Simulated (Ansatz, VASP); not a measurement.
## Cross-check of PtS2 between VASP and Ansatz

Wanted: the spread between two codes on one cell, functional and k mesh. The cell is taken from a series of runs on this material, whose earlier steps may have relaxed, scaled, displaced or heated it; both programs get it as it stands.

Program: Ansatz 0.2.0. Level of theory: plane waves, with VASP 6.6.1 beside it; single point at PBE0. Results are calculated unless marked as measured.

**1. Set-up**

The cell holds 3 atoms: 1 Pt and 2 S. Its edges and angles: a = 3.538 Å, b = 3.538 Å, c = 28.100 Å, α = 90.0°, β = 90.0°, γ = 120.0°. Vacuum lies along c.

As a file:

```xyz
3
Lattice="3.5380 0.0000 0.0000 -1.7690 3.0640 0.0000 0.0000 0.0000 28.1000" Properties=species:S:1:pos:R:3
Pt    0.0000    0.0000   14.0500
S     0.0000    2.0427   15.2649
S     1.7690    1.0213   12.8351
```

**2. VASP: single point, PBE0**

A single point gives forces, pressure and levels at one fixed geometry, so differences don't come from the geometry; what else differs is listed under the comparison.

Lines of VASP's logs that name or quote its potential files are left out, and so is its time.

The run reads the wave functions of an earlier VASP run, which isn't shown here.

The input, INCAR:

```
SYSTEM = PtS2
PREC = Accurate
ENCUT = 400
EDIFF = 1E-06
NELM = 100
ISMEAR = 0
SIGMA = 0.01
LREAL = .FALSE.
ALGO = Normal
LHFCALC = .TRUE.
AEXX = 0.25
GGA = PE
LASPH = .TRUE.
NBANDS = 17
PRECFOCK = Fast
LORBIT = 11
LWAVE = .FALSE.
LCHARG = .FALSE.
KPAR = 4
NCORE = 2
ISIF = 2
LDIPOL = .TRUE.
IDIPOL = 3
DIPOL = 0.5 0.5 0.5
LVHAR = .TRUE.
```

The input, POSCAR:

```
PtS2
1.0
    3.5379929514      0.0000000000      0.0000000000
   -1.7689964757      3.0639917743      0.0000000000
    0.0000000000      0.0000000000     28.1000000000
Pt S
1 2
Direct
    0.0000000000      0.0000000000      0.5000000000
    0.3333333333      0.6666666667      0.5432342629
    0.6666666667      0.3333333333      0.4567657371
```

The input, KPOINTS:

```
Automatic mesh
0
Gamma
6 6 1
0 0 0
```

PAW data sets: Pt and S (PBE family, release 64).

The run is started by

```bash
$ mpirun -np 8 vasp_std
```

Numbers of over 12 decimals in the logs are rounded to 6 here.

What it wrote:

```text
[banner, memory and clock lines left out]
running    8 mpi-ranks, on    1 nodes
 distrk:  each k-point on    2 cores,    4 groups
 distr:  one band on    2 cores,    1 groups

 POSCAR found type information on POSCAR PtS
 POSCAR found :  2 types and       3 ions
 LDA part: xc-table for (Slater+PW92), standard interpolation
 found WAVECAR, reading the header
 POSCAR, INCAR and KPOINTS ok, starting setup
 FFT: planning ... GRIDC
 FFT: planning ... GRID_SOFT
 FFT: planning ... GRID
 reading WAVECAR
 the WAVECAR file was read successfully
 initial charge from wavefunction
 entering main loop
       N       E                     dE             d eps       ncg     rms          rms(c)
DAV:   1    -0.202868379571E+02   -0.20287E+02   -0.66070E-01   313   0.616E+00    0.166E+00
DAV:   2    -0.203063412777E+02   -0.19503E-01   -0.54750E-02   304   0.141E+00    0.117E+00
DAV:   3    -0.203068673554E+02   -0.52608E-03   -0.31891E-03   306   0.342E-01    0.734E-01
DAV:   4    -0.203066445908E+02    0.22276E-03   -0.58585E-04   307   0.198E-01    0.433E-01
DAV:   5    -0.203066000359E+02    0.44555E-04   -0.14079E-04   316   0.793E-02    0.256E-01
DAV:   6    -0.203065864277E+02    0.13608E-04   -0.22556E-05   324   0.319E-02    0.150E-01
DAV:   7    -0.203065842272E+02    0.22005E-05   -0.78934E-06   307   0.184E-02    0.882E-02
DAV:   8    -0.203065845460E+02   -0.31883E-06   -0.17134E-06   250   0.900E-03
   1 F= -.20306585E+02 E0= -.20306585E+02  d E =-.102353E-56
```

Parts of OUTCAR (step 2):

```text
ion  position               nearest neighbor table
   1  0.000  0.000  0.500-   2 2.38   3 2.38   2 2.38   3 2.38   3 2.38   2 2.38
   2  0.333  0.667  0.543-   1 2.38   1 2.38   1 2.38
   3  0.667  0.333  0.457-   1 2.38   1 2.38   1 2.38

  LATTYP: Found a hexagonal cell.
 ALAT       =     3.5379929514
 C/A-ratio  =     7.9423561285

 Subroutine GETGRP returns: Found 12 space group operations
 (whereof 12 operations were pure point group operations)

The static configuration has the point symmetry D_3d.

 Found      7 irreducible k-points:

   k-points           NKPTS =      7   k-points in BZ     NKDIM =     36   number of bands    NBANDS=     17

   dimension x,y,z NGX =    24 NGY =   24 NGZ =  192
   dimension x,y,z NGXF=    48 NGYF=   48 NGZF=  384

   ENCUT  =  400.0 eV  29.40 Ry    5.42 a.u.   5.77  5.77 45.82*2*pi/ulx,y,z

   NELECT =      22.0000    total number of electrons

 k-points in reciprocal lattice and weights: Automatic mesh
   0.00000000  0.00000000  0.00000000       0.028
   0.16666667  0.00000000  0.00000000       0.167
   0.33333333  0.00000000  0.00000000       0.167
   0.50000000  0.00000000  0.00000000       0.083
   0.16666667  0.16666667  0.00000000       0.167
   0.33333333  0.16666667  0.00000000       0.333
   0.33333333  0.33333333  0.00000000       0.056

  exchange ACFDT corr.  =         0.00000000  see jH, gK, PRB 81, 115126

 dipolmoment           0.000000      0.000000      0.000000 electrons x Angstroem

 average (electrostatic) potential at core
       1 -73.1574       2 -91.4411       3 -91.4411

 E-fermi :  -5.0537

 k-point     1 :       0.0000    0.0000    0.0000
  band No.  band energies     occupation
    ...
      7      -8.8382      2.00000
      8      -6.3275      2.00000
      9      -5.7849      2.00000
     10      -5.3077      2.00000
     11      -5.3077      2.00000
     12      -0.1810      0.00000
     13      -0.1810      0.00000
     14       1.8467      0.00000
     15       2.0778      0.00000
     16       2.3279      0.00000
    ...

 k-point     2 :       0.1667    0.0000    0.0000
  band No.  band energies     occupation
    ...
      7      -9.0616      2.00000
      8      -7.2511      2.00000
      9      -5.3522      2.00000
     10      -5.3509      2.00000
     11      -5.3192      2.00000
     12      -1.5131      0.00000
     13      -0.5346      0.00000
     14       2.4200      0.00000
     15       2.5418      0.00000
     16       2.8018      0.00000
    ...

 k-point     3 :       0.3333    0.0000    0.0000
  band No.  band energies     occupation
    ...
      7      -8.9845      2.00000
      8      -7.7725      2.00000
      9      -6.5704      2.00000
     10      -6.2114      2.00000
     11      -5.6983      2.00000
     12      -1.3503      0.00000
     13      -0.5504      0.00000
     14       2.4353      0.00000
     15       3.8101      0.00000
     16       3.8694      0.00000
    ...

  Total       -0.4132415     -0.4132415     -0.0270618      0.0000000      0.0000000      0.0000000
  in kB       -2.1735199     -2.1735199     -0.1423368      0.0000000      0.0000000      0.0000000
  external PRESSURE =      -1.4964589 kB  Pullay stress =       0.0000000 kB

  energy-cutoff  :      400.00
  volume of cell :      304.61
      direct lattice vectors                 reciprocal lattice vectors
     3.537992951  0.000000000  0.000000000     0.282646126  0.163185817  0.000000000
    -1.768996476  3.063991774  0.000000000     0.000000000  0.326371633  0.000000000
     0.000000000  0.000000000 28.100000000     0.000000000  0.000000000  0.035587189

 POSITION                                       TOTAL-FORCE (eV/Angst)
 -----------------------------------------------------------------------------------
      0.00000      0.00000     14.05000         0.000000      0.000000      0.000000
     -0.00000      2.04266     15.26488         0.000000     -0.000000      0.011085
      1.76900      1.02133     12.83512        -0.000000      0.000000     -0.011085
 -----------------------------------------------------------------------------------
    total drift:                               -0.000000      0.000000      0.000000

  FREE ENERGIE OF THE ION-ELECTRON SYSTEM (eV)
  ---------------------------------------------------
  free  energy   TOTEN  =       -20.3065845460 eV

  energy  without entropy=      -20.3065845460  energy(sigma->0) =      -20.30658455

 vacuum level on the upper side and lower side of the slab         2.201         2.201

 total charge
# of ion       s       p       d       tot
------------------------------------------
    1        0.750   0.833   7.987   9.571
    2        1.349   2.305   0.000   3.653
    3        1.349   2.305   0.000   3.653
--------------------------------------------------
tot          3.448   5.442   7.987  16.878

[... 3 further parts left out ...]
```

The k-mesh is coarse for unscreened exact exchange, which converges slowly with it.

**3. Ansatz: single point, PBE0**

Ansatz runs on its PAW soft_1 files.

The same cell, functional and mesh now go to Ansatz, which takes its cutoff from its data sets.

The input, input.yaml:

```yaml
crystal:
  lattice:
    - [3.5379929514, 0.0, 0.0]
    - [-1.7689964757, 3.0639917743, 0.0]
    - [0.0, 0.0, 28.1]
  atoms:
    - { symbol: Pt, position: [0.0, 0.0, 0.5] }
    - { symbol: S, position: [0.3333333333, 0.6666666667, 0.5432342629] }
    - { symbol: S, position: [0.6666666667, 0.3333333333, 0.4567657371] }
  periodic: [true, true, false]
kpoints:
  mp_grid: { grid: [6, 6, 1] }
  band_path:
    path:
      - [0.0, 0.0, 0.0]
      - [0.5, 0.0, 0.0]
      - [0.3333333333, 0.3333333333, 0.0]
      - [0.1666666667, 0.1666666667, 0.0]
      - [0.25, 0.0, 0.0]
      - [0.2, 0.0, 0.0]
    npoints: 1
hamiltonian:
  xc: pbe0
  pseudopotentials: { kind: paw, azcp: { folder: soft_1 } }
scf:
  occupations: { method: fixed }
  n_extra_bands: 5
output:
  eigenvalues: true
```

The run is started by

```bash
$ ansatz run input.yaml --threads 8 --pin off --max-ram 17510MiB --backend cpu --events-out ev --progress --plain --runs-dir out
```

What it wrote:

```text
scf.n_extra_bands = 5 over 15 filled bands (N_el = 30.0): the run solves 20 bands
Engine: ansatz 0.2.0, x86_64-unknown-linux-gnu
Pseudopotentials: kind: paw
Pseudopotential: Pt, paw, valence charge 18, recommended cutoff 420 eV (normal), soft_1/Pt.paw.azcp
Pseudopotential: S, paw, valence charge 6, recommended cutoff 420 eV (normal), soft_1/S.paw.azcp
Functional definition: PBE0
  parameter a = 0.25
  parameter kappa = 0.804
  parameter beta = 0.066725
  exchange = (1 - a)*pbe_x(kappa = kappa, mu = beta*pi^2/3) + a*exact_x
  correlation = pbe_c(beta = beta)
davidson cushion auto → on  (no smearing: the cushion is to keep the highest requested band from converging to the state above it; pin scf.eigensolver.cushion to override)
Crystal: 3 atoms, lattice volume = 304.615 Å³
Basis set: ecut = 420 eV, 5919 PW (Γ)
Bands: 20, of which v1, the nominal top of the filled ones, is band 15 counted from 1 (14 counted from 0)
Symmetry: 12 space group operations
Space group: P-3m1 (ITA 164), of the structure as read, at distance tolerance 6.7e-5 Å
k-points: 7 of 36
Non-local potential: Pt, projectors of the file, l = 0: 3, l = 1: 2, l = 2: 2, l = 3: 1
Non-local potential: S, projectors of the file, l = 0: 2, l = 1: 2, l = 2: 1
PAW form: soft (Blöchl's): semilocal exchange-correlation on the pseudo side does not see the compensation charge
PAW frozen core: Pt, regenerated for the run's functional, and the local potential with it (the file was generated under x = pbe(κ = 0.804, μ = 0.219515), c = pbe(β = 0.066725))
PAW frozen core: S, regenerated for the run's functional, and the local potential with it (the file was generated under x = pbe(κ = 0.804, μ = 0.219515), c = pbe(β = 0.066725))
PAW one-centre angular grid: Pt, 590 points (default); XC on 64 Gauss nodes
PAW one-centre angular grid: S, 110 points (default); XC on 64 Gauss nodes
Initial density: superposition of atomic densities (neutral atoms: chi_scale 0, normalization atom)
Initial wavefunctions: pseudopotential atomic-orbital guess
Functional: x = pbe(κ = 0.804, μ = 0.219515), c = pbe(β = 0.066725), warm-up for x = 0.75 pbe(κ = 0.804, μ = 0.219515) + 0.25 exact, c = pbe(β = 0.066725)
iter 1 solved again at ethr=2.50e-2 eV; its pass at ethr=1.00e-1 eV (dr2=7.50e0 eV) is discarded
SCF iter   1: F=—  HF=-14331.328715 eV  |F-HF|=—  |Δ(HF+E_count)|=         —  Δρ=4.44e-2  dr2=7.43e0  ethr=2.50e-2  ⟨swp⟩=3.1  Hψ=826  notcnv=0
preconditioner: auto → none  [insulator: Δε(μ)=2.003 eV  Ē_g=9.945 eV  n_scr=16 (ndim 8)  ℏωp=10.0 eV  f_vac=0.776]
SCF iter   2: F=—  HF=-14332.443509 eV  |F-HF|=—  |Δ(HF+E_count)|=    1.11e0  Δρ=4.43e-2  dr2=1.21e1  ethr=2.48e-2  ⟨swp⟩=3.9  Hψ=416  notcnv=0  defer=2
iter 3 solved again at ethr=2.01e-3 eV; its pass at ethr=2.48e-2 eV (dr2=6.04e-1 eV) is discarded
SCF iter   3: F=—  HF=-14330.016480 eV  |F-HF|=—  |Δ(HF+E_count)|=    2.43e0  Δρ=1.28e-2  dr2=5.87e-1  ethr=2.01e-3  ⟨swp⟩=4.0  Hψ=671  notcnv=0  defer=4
SCF iter   4: F=—  HF=-14329.946088 eV  |F-HF|=—  |Δ(HF+E_count)|=   7.04e-2  Δρ=4.70e-3  dr2=1.02e-1  ethr=1.96e-3  ⟨swp⟩=3.6  Hψ=376  notcnv=0
SCF iter   5: F=—  HF=-14329.927286 eV  |F-HF|=—  |Δ(HF+E_count)|=   1.88e-2  Δρ=1.67e-3  dr2=1.53e-2  ethr=3.39e-4  ⟨swp⟩=3.7  Hψ=339  notcnv=0  defer=7
SCF iter   6: F=—  HF=-14329.924945 eV  |F-HF|=—  |Δ(HF+E_count)|=   2.34e-3  Δρ=3.06e-4  dr2=5.60e-4  ethr=5.11e-5  ⟨swp⟩=4.3  Hψ=410  notcnv=0
SCF iter   7: F=-14329.924835 eV  HF=-14329.924854 eV  |F-HF|=1.94e-5  |Δ(HF+E_count)|=   9.13e-5  Δρ=7.66e-5  dr2=2.41e-5  ethr=1.87e-6  ⟨swp⟩=4.6  Hψ=415  notcnv=0  defer=2
SCF 1 stopped early in 7 iterations: F = -14329.924835 eV  dr2 = 2.41e-5
  greatest PAW one-centre occupation: 1.000 electrons in one spin orbital (limit 2), on the Pt atom at site 0 (counted from 0), in its partial waves of l = 0
Initial density: handed on by an earlier stage of this run
Initial wavefunctions: those handed on with the density
Functional: x = 0.75 pbe(κ = 0.804, μ = 0.219515) + 0.25 exact, c = pbe(β = 0.066725)
Frozen-core exchange: fock
SCF iter   1: F=—  HF=-14330.707751 eV  |F-HF|=—  |Δ(HF+E_count)|=         —  Δρ=2.97e-3  dr2=1.11e-2  ethr=8.03e-7  ⟨swp⟩=15.3  Hψ=928  notcnv=0
preconditioner: auto → none  [insulator: Δε(μ)=3.564 eV  Ē_g=12.297 eV  n_scr=16 (ndim 8)  ℏωp=10.0 eV  f_vac=0.780]
SCF iter   2: F=—  HF=-14330.703682 eV  |F-HF|=—  |Δ(HF+E_count)|=   4.07e-3  Δρ=9.10e-4  dr2=3.84e-3  ethr=8.03e-7  ⟨swp⟩=4.7  Hψ=557  notcnv=0
SCF iter   3: F=—  HF=-14330.723239 eV  |F-HF|=—  |Δ(HF+E_count)|=   1.96e-2  Δρ=8.01e-4  dr2=1.09e-3  ethr=8.03e-7  ⟨swp⟩=6.1  Hψ=576  notcnv=0  defer=3
SCF iter   4: F=—  HF=-14330.722951 eV  |F-HF|=—  |Δ(HF+E_count)|=   2.87e-4  Δρ=9.02e-5  dr2=2.73e-4  ethr=8.03e-7  ⟨swp⟩=3.1  Hψ=406  notcnv=0  defer=1
SCF iter   5: F=—  HF=-14330.724139 eV  |F-HF|=—  |Δ(HF+E_count)|=   1.19e-3  Δρ=2.43e-4  dr2=1.90e-4  ethr=8.01e-8  ⟨swp⟩=5.9  Hψ=559  notcnv=0  defer=3
SCF iter   6: F=-14330.724094 eV  HF=-14330.724094 eV  |F-HF|=4.22e-7  |Δ(HF+E_count)|=   4.47e-5  Δρ=9.82e-6  dr2=1.40e-5  ethr=8.01e-8  ⟨swp⟩=3.7  Hψ=424  notcnv=0  defer=1
SCF 2 stopped early in 6 iterations: F = -14330.724094 eV  dr2 = 1.40e-5
hybrid outer 1: dexx = +2.659e-2 eV, tail = 7.52e-5 eV
Frozen-core exchange: fock
SCF iter   1: F=—  HF=-14330.724259 eV  |F-HF|=—  |Δ(HF+E_count)|=         —  Δρ=6.72e-5  dr2=8.24e-6  ethr=1.25e-6  ⟨swp⟩=3.9  Hψ=360  notcnv=0
preconditioner: auto → none  [insulator: Δε(μ)=3.645 eV  Ē_g=12.338 eV  n_scr=16 (ndim 8)  ℏωp=10.0 eV  f_vac=0.781]
iter 2 solved again at ethr=8.34e-10 eV; its pass at ethr=2.02e-8 eV (dr2=2.50e-7 eV) is discarded
SCF iter   2: F=—  HF=-14330.724258 eV  |F-HF|=—  |Δ(HF+E_count)|=   9.53e-7  Δρ=1.44e-5  dr2=1.18e-6  ethr=8.34e-10  ⟨swp⟩=4.3  Hψ=783  notcnv=0  defer=3
SCF iter   3: F=—  HF=-14330.724263 eV  |F-HF|=—  |Δ(HF+E_count)|=   4.89e-6  Δρ=1.06e-5  dr2=2.69e-7  ethr=8.16e-10  ⟨swp⟩=5.4  Hψ=519  notcnv=0  defer=4
SCF iter   4: F=-14330.724263 eV  HF=-14330.724263 eV  |F-HF|=2.59e-9  |Δ(HF+E_count)|=   6.54e-8  Δρ=1.22e-6  dr2=8.03e-8  ethr=6.65e-10  ⟨swp⟩=3.3  Hψ=349  notcnv=0  defer=3
SCF 3 converged in 4 iterations: F = -14330.724263 eV  dr2 = 8.03e-8
hybrid outer 2: dexx = +6.971e-6 eV, tail = 2.16e-7 eV, Δε = 5.38e-3 eV (about 2.87e-4 eV left of the loop's levels)
NSCF: frozen V_eff on 6 k-points
hybrid SCF converged: 2 outer / 10 inner (+7 warm-up), last move |dexx| = 6.97e-6 eV, tail = 2.16e-7 eV
Stability not checked: this state was not tested for a lower state beside it, because the functional holds exact exchange (a hybrid, or Hartree-Fock), whose exchange loop this test does not read (fock_operator; see scf.lower_state_search)
Free energy (F): -14330.724264 eV
Frozen-core exchange: fock
Harris-Foulkes:  -14330.724264 eV  (|F-HF|=2.59e-9)
Internal energy: -14330.724264 eV  (E = F + TS)
E sigma→0 (E₀):  -14330.724264 eV
Fermi energy:    -7.378825 eV
--- Per-component energies (eV) ---
  E_band       = -880.994336
  E_kinetic    = 805.241856
  E_local      = -47230.269456  (includes V_loc(G=0)·N_el)
  E_nonlocal   = 272.255285
  E_hartree    = 23056.797084
  E_xc         = -315.958333
  E_vxc        = -336.885885  (∫ρ·V_xc dr)
  E_exx        = -98.583346  (= α·E_x^exact, valence–valence)
  E_paw        = -10695.341032  (= ΣΔE_a)
  E_vpaw       = -307.763663  (= ΣTr[D̂ρ^β])
  E_aug_tail   = 0.001105  (compensation charges beyond the density's cutoff)
  E_ewald      = 19877.350865
  E_core_change = -2.218290  (= ΣΔE_core)
  E_smearing   = -0.000000  (= −TS)
  E_closure    = 0.000000  (closes the sum)
  Σ components = -14330.724264   (vs F -14330.724264, Δ=-5.46e-12)
--- Band table (eV; the first three rows and the last of 7) ---
  k-point 0: bands = [... 11 lower, -8.5302, -8.0240, -7.5381, -7.5381, -2.3846, -2.3846, -0.3884, -0.1723, ... 1 higher]
  k-point 1: bands = [... 11 lower, -9.4672, -7.5763, -7.5735, -7.5351, -3.7337, -2.7436, 0.1883, 0.2960, ... 1 higher]
  k-point 2: bands = [... 11 lower, -9.9913, -8.7795, -8.4339, -7.9115, -3.5774, -2.7591, 0.1994, 1.5802, ... 1 higher]
  k-point 6: bands = [... 11 lower, -10.7431, -9.8011, -8.4803, -8.4803, -3.5255, -3.5255, 1.6960, 3.5118, ... 1 higher]
  the weakly bound empty levels are not read free of the cell's end (exact_exchange)
```

**4. Differences**

Known differences besides the potentials themselves: exact exchange at q = 0 is treated differently, which shows on coarse meshes; VASP keeps PBE cores, Ansatz makes them for the functional; fixed occupations in Ansatz, narrow Gaussian smearing in VASP; Ansatz cuts the interaction across the vacuum, VASP repeats the sheet with a dipole correction; the data sets hold 30 valence electrons in Ansatz (on its PAW soft_1 files) and 22 in VASP; the cutoff is 420 eV in Ansatz and 400 eV in VASP; VASP takes a coarser grid for exact exchange (PRECFOCK = Fast). Total energies have different zeros and are not compared.

The two programs side by side:

```csv
quantity,Ansatz,VASP,difference
gap on the k mesh (eV),3.645,3.652,-0.007
```

A gap on the mesh is an upper bound, since the band edges may lie between its points; neither run holds spin-orbit coupling, which can move the band edges of a compound of Pt. With vacuum in the cell, a pressure given here is an average over mostly empty space and none of the material.

**5. Outcome**

| Item | Value |
| --- | --- |
| difference in gap on the k mesh (single point, PBE0) | -0.0069 eV |

**Reading.** The difference in gap on the k mesh is -0.0069 eV (single point, PBE0), within the 0.08 eV picked in this series as the mark of a large difference. The data sets hold unlike numbers of valence electrons (30 in Ansatz and 22 in VASP), so part of the differences comes from the potentials. How closely two codes agree says nothing of how well the functional describes the real material.

[Lines on the potential files, build, host, timing and source positions are cut from VASP's logs without a mark.]

[Logs are printed without paths, hosts, clocks, repeated set-up lines and the standing remarks that a program may print on its own settings, such as how far it seeks lower states.]

[Hosts, paths, dates, database ids (printed as entryN), source tags and the programs' standing remarks are cut or masked in the printed files.]
